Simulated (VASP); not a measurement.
```
CaO
1.0
    0.00000     2.40500     2.40500
    2.40500     0.00000     2.40500
    2.40500     2.40500     0.00000
Ca O
1 1
Direct
  0.00000   0.00000   0.00000
  0.50000   0.50000   0.50000
```

The base run (VASP): PBE GGA, plane waves, VASP's PBE PAW potentials (set 64). Settings: 520 eV cut-off, 9×9×9 Γ-centred mesh, Gaussian smearing of 0.050 eV, potentials Ca_sv O.

One setting is varied; ΔE counts from the most expensive setting. The base run took about 7 core-seconds. Costs are core time on shared hosts, one run each; read them as rough ratios.

Pressures at a finite cut-off, here 520 eV, hold a Pulay part, which wasn't tested here.

| setting | cost over the base run | electronic steps | ΔE (meV/atom) | pressure (GPa) |
|---|---|---|---|---|
| KPOINTS 1×1×1 Γ-centred mesh | about 1/3 | 13 | 4440.3 | 52.66 |
| KPOINTS 3×3×3 Γ-centred mesh | about 1/3 | 13 | 15.2 | 2.24 |
| KPOINTS 5×5×5 Γ-centred mesh | within a factor of 2 | 13 | 0.4 | 1.99 |
| KPOINTS 6×6×6 Γ-centred mesh | within a factor of 2 | 13 | 0.1 | 1.98 |
| base run | reference | 13 | 0.0 | 1.98 |
| KPOINTS 11×11×11 Γ-centred mesh | within a factor of 2 | 13 | 0.0 | 1.98 |
| KPOINTS 13×13×13 Γ-centred mesh | about 2 times | 13 | 0.0 | 1.98 |
| KPOINTS 14×14×14 Γ-centred mesh | about 2 times | 13 | 0.0 | 1.98 |

Left out are runs that failed, have no time on record or changed the cell.

The compound is CaO in the rock salt structure. The cell was not relaxed at this level.
